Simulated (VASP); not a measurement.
Input:

```xyz
3
Lattice="1.5700 -2.7193 0.0000 1.5700 2.7193 0.0000 0.0000 0.0000 3.4800" Properties=species:S:1:pos:R:3 pbc="T T T"
Hf     0.0000     0.0000     0.0000
B      1.5700     0.9064     1.7400
B      1.5700    -0.9064     1.7400
```

The numbers are results of PBE GGA, VASP's PBE PAW potentials (set 64) (plane waves; VASP), not measurements. Run with EDIFF = 1E-4, 520 eV cut-off, 10×10×8 Γ-centred mesh, first-order Methfessel-Paxton smearing of 0.10 eV, potentials Hf_pv B.

Give the stress tensor in GPa (positive for a compressed cell).

```
0.88  0.00  0.00
0.00  0.88  0.00
0.00  0.00  1.66
```
The pressure is its mean diagonal, 1.14 GPa.

The compound is HfB2 in the AlB2 type structure. The cell was not relaxed at this level. The run is one of a series of settings (EDIFF = 1E-4 against the base run), some of them coarse on purpose.
